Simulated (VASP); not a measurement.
Computed with r2SCAN meta-GGA, VASP's PBE PAW potentials (set 64) (plane waves; VASP).

VASP ran on this input.

File KPOINTS_OPT:
```
k-points along high-symmetry lines
6
Line-mode
Reciprocal
  0.000000   0.000000   0.000000 ! GAMMA
  0.500000   0.000000   0.000000 ! M

  0.500000   0.000000   0.000000 ! M
  0.333333   0.333333   0.000000 ! K

  0.333333   0.333333   0.000000 ! K
  0.000000   0.000000   0.000000 ! GAMMA

  0.000000   0.000000   0.000000 ! GAMMA
  0.000000   0.000000   0.500000 ! A

  0.000000   0.000000   0.500000 ! A
  0.500000   0.000000   0.500000 ! L

  0.500000   0.000000   0.500000 ! L
  0.333333   0.333333   0.500000 ! H

  0.333333   0.333333   0.500000 ! H
  0.000000   0.000000   0.500000 ! A

  0.500000   0.000000   0.500000 ! L
  0.500000   0.000000   0.000000 ! M

  0.333333   0.333333   0.500000 ! H
  0.333333   0.333333   0.000000 ! K
```

**INCAR**
```
SYSTEM  =  Te
PREC  =  Accurate; ENCUT  =  400; LREAL  =  .FALSE.
LASPH  =  .TRUE.
EDIFF  =  1E-7; NELM  =  100; ALGO  =  Normal
LMAXMIX  =  4; LMIXTAU  =  .TRUE.
ISMEAR  =  -5
METAGGA  =  R2SCAN
ISIF  =  2
LWAVE  =  .FALSE.; LCHARG  =  .FALSE.; LORBIT  =  11
NEDOS  =  601
LEFG  =  .TRUE.
```

**KPOINTS**
```
Automatic mesh
0
Gamma
8 8 4
0 0 0
```

File POSCAR:
```
Te
1
    4.9635830798     0.0000000503     0.0000000000
   -2.4817909470     4.2985885383     0.0000000000
    0.0000000000     0.0000000000    10.2766091930
Te
4
Direct
  0.3333330000   0.6666670000   0.0343712993
  0.6666670000   0.3333330000   0.5343712993
  0.6666670000   0.3333330000   0.9656287007
  0.3333330000   0.6666670000   0.4656287007
```

POTCAR, in this order: Te (PBE.64 set). Program: vasp_std.

Output of the run:

**OSZICAR**
```
       N       E                     dE             d eps       ncg     rms          rms(c)
DAV:   1     0.200329818454E+02    0.20033E+02   -0.74087E+03   960   0.942E+02
DAV:   2    -0.952826086948E+02   -0.11532E+03   -0.11450E+03  1328   0.155E+02
DAV:   3    -0.104370199844E+03   -0.90876E+01   -0.90724E+01  1224   0.509E+01
DAV:   4    -0.104557350118E+03   -0.18715E+00   -0.18705E+00  1272   0.842E+00
DAV:   5    -0.104560394010E+03   -0.30439E-02   -0.30410E-02  1264   0.106E+00    0.109E+01
DAV:   6    -0.103052286839E+03    0.15081E+01   -0.18346E-01   960   0.360E+00    0.782E+00
DAV:   7    -0.981016232119E+02    0.49507E+01   -0.20827E+00  1072   0.737E+00    0.471E+00
DAV:   8    -0.100077094970E+03   -0.19755E+01   -0.87453E-01   960   0.649E+00    0.135E+00
DAV:   9    -0.100078962537E+03   -0.18676E-02   -0.18206E-02  1168   0.807E-01    0.488E-01
DAV:  10    -0.100131788330E+03   -0.52826E-01   -0.17909E-02   960   0.777E-01    0.517E-01
DAV:  11    -0.100166815042E+03   -0.35027E-01   -0.11186E-01   960   0.287E+00    0.103E+00
DAV:  12    -0.100196660390E+03   -0.29845E-01   -0.64390E-03   960   0.704E-01    0.730E-01
DAV:  13    -0.100197542359E+03   -0.88197E-03   -0.15598E-03   992   0.351E-01    0.655E-01
DAV:  14    -0.100208077202E+03   -0.10535E-01   -0.57455E-03   960   0.646E-01    0.491E-01
DAV:  15    -0.100208048335E+03    0.28867E-04   -0.32786E-04   960   0.158E-01    0.506E-01
DAV:  16    -0.100208018023E+03    0.30311E-04   -0.73533E-06  1424   0.174E-02    0.516E-01
DAV:  17    -0.100208078728E+03   -0.60705E-04   -0.69443E-05   960   0.814E-02    0.530E-01
DAV:  18    -0.100208362841E+03   -0.28411E-03   -0.95979E-05   960   0.773E-02    0.566E-01
DAV:  19    -0.100208521249E+03   -0.15841E-03   -0.10002E-04   960   0.100E-01    0.583E-01
DAV:  20    -0.100208498834E+03    0.22415E-04   -0.85509E-06  1112   0.282E-02    0.572E-01
DAV:  21    -0.100208504030E+03   -0.51960E-05   -0.69173E-07   968   0.783E-03    0.566E-01
DAV:  22    -0.100208481032E+03    0.22998E-04   -0.48720E-06   960   0.177E-02    0.534E-01
DAV:  23    -0.100208444750E+03    0.36282E-04   -0.20127E-05  1032   0.371E-02    0.408E-01
DAV:  24    -0.100208415504E+03    0.29246E-04   -0.20099E-05   960   0.391E-02    0.281E-01
DAV:  25    -0.100208515104E+03   -0.99600E-04   -0.55162E-05   960   0.596E-02    0.163E-01
DAV:  26    -0.100208521561E+03   -0.64574E-05   -0.68407E-06   960   0.261E-02    0.106E-01
DAV:  27    -0.100208518588E+03    0.29735E-05   -0.26349E-06   960   0.154E-02    0.826E-02
DAV:  28    -0.100208522709E+03   -0.41212E-05   -0.31938E-06   960   0.152E-02    0.721E-02
DAV:  29    -0.100208522915E+03   -0.20622E-06   -0.69737E-07   960   0.766E-03    0.604E-02
DAV:  30    -0.100208522681E+03    0.23468E-06   -0.63393E-07   960   0.790E-03    0.481E-02
DAV:  31    -0.100208522687E+03   -0.64972E-08   -0.34101E-07   720   0.565E-03
   1 F= -.10020852E+03 E0= -.10020852E+03  d E =0.000000E+00
       N       E                     dE             ncg
       N       E                     dE             ncg
```

**OUTCAR**
```
------------------------ aborting loop because EDIFF is reached ----------------------------------------
  FORCE on cell =-STRESS in cart. coord.  units (eV):
  Direction    XX          YY          ZZ          XY          YZ          ZX
  --------------------------------------------------------------------------------------
  Total       -0.0945183     -0.0945183      0.0231701     -0.0000000      0.0000000      0.0000000
  in kB       -0.6906459     -0.6906457      0.1693042     -0.0000001      0.0000000      0.0000000
  external PRESSURE =      -0.4039958 kB  Pullay stress =       0.0000000 kB
  volume of cell :      219.27
      direct lattice vectors                 reciprocal lattice vectors
     4.963583080  0.000000050  0.000000000     0.201467363  0.116317222  0.000000000
    -2.481790947  4.298588538  0.000000000    -0.000000002  0.232634500  0.000000000
     0.000000000  0.000000000 10.276609193     0.000000000  0.000000000  0.097308361
 POSITION                                       TOTAL-FORCE (eV/Angst)
 -----------------------------------------------------------------------------------
     -0.00000      2.86573      0.35322         0.000000     -0.000000     -0.003202
      2.48179      1.43286      5.49153        -0.000000      0.000000     -0.003202
      2.48179      1.43286      9.92339        -0.000000      0.000000      0.003202
     -0.00000      2.86573      4.78508         0.000000     -0.000000      0.003202
 -----------------------------------------------------------------------------------
    total drift:                                0.000560     -0.000323      0.000231
  FREE ENERGIE OF THE ION-ELECTRON SYSTEM (eV)
  ---------------------------------------------------
  free  energy   TOTEN  =      -100.2085226871 eV

  energy  without entropy=     -100.2085226871  energy(sigma->0) =     -100.20852269

 total charge

# of ion       s       p       d       tot
------------------------------------------
    1        1.442   1.833   0.032   3.307
    2        1.442   1.833   0.032   3.307
    3        1.442   1.833   0.032   3.307
    4        1.442   1.833   0.032   3.307
--------------------------------------------------
tot          5.769   7.331   0.127  13.227

 Electric field gradients after diagonalization (V/A^2)
 (convention: |V_zz| > |V_xx| > |V_yy|)
----------------------------------------------------------------------
 ion       V_xx      V_yy      V_zz     asymmetry (V_yy - V_xx)/ V_zz
----------------------------------------------------------------------
   1     331.302   331.302  -662.604       0.000
   2     331.302   331.302  -662.604       0.000
   3     331.302   331.302  -662.604       0.000
   4     331.302   331.302  -662.604       0.000
```
(Selected blocks of OUTCAR.)

For a metal the tetrahedron method with Blöchl corrections gives inexact stress and forces.

The structure was generated: Te was put into the lonsdaleite type (P6_3/mmc), which need not be its known phase. It was relaxed first, which changed the volume by +65 %.
